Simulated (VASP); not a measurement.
Here is the system:

```yaml
crystal:
  lattice:
    - [0.00000, 4.61102, 4.61102]
    - [4.61102, 0.00000, 4.61102]
    - [4.61102, 4.61102, 0.00000]
  atoms:
    - { symbol: Cd, position: [0.25000, 0.25000, 0.25000] }
    - { symbol: Cd, position: [0.00000, 0.00000, 0.00000] }
    - { symbol: In, position: [0.12500, 0.62500, 0.62500] }
    - { symbol: In, position: [0.62500, 0.62500, 0.12500] }
    - { symbol: In, position: [0.62500, 0.12500, 0.62500] }
    - { symbol: In, position: [0.62500, 0.62500, 0.62500] }
    - { symbol: O, position: [0.86175, 0.86175, 0.86175] }
    - { symbol: O, position: [0.83525, 0.38825, 0.38825] }
    - { symbol: O, position: [0.86175, 0.86175, 0.41475] }
    - { symbol: O, position: [0.38825, 0.83525, 0.38825] }
    - { symbol: O, position: [0.41475, 0.86175, 0.86175] }
    - { symbol: O, position: [0.38825, 0.38825, 0.38825] }
    - { symbol: O, position: [0.86175, 0.41475, 0.86175] }
    - { symbol: O, position: [0.38825, 0.38825, 0.83525] }
```

Method: PBE GGA, VASP's PBE PAW potentials (set 64) (plane waves; VASP). Settings: LREAL = Auto, 400 eV cut-off, 6×6×6 Γ-centred mesh, Gaussian smearing of 0.010 eV, potentials Cd In_d O.

Unless said otherwise, spin-orbit coupling is left out, though it shifts the bands of the heavy elements here.

**Question.** Predict the energy per atom (σ→0), largest force, band gap (on the k-mesh) with the smallest direct gap where there is one.

**Answer.** 
* **band gap (on the k-mesh)**: 1.04 eV
* **smallest direct gap (on the k-mesh)**: 1.09 eV
* **energy per atom (σ→0)**: -5.122 eV/atom
* **largest force**: 0.157 eV/Å

Only differences to runs with the same potentials and settings are physical.

The structure comes from a computed database's CdIn2O4 entry; how it stands against other phases isn't given here. The cell was not relaxed at this level.
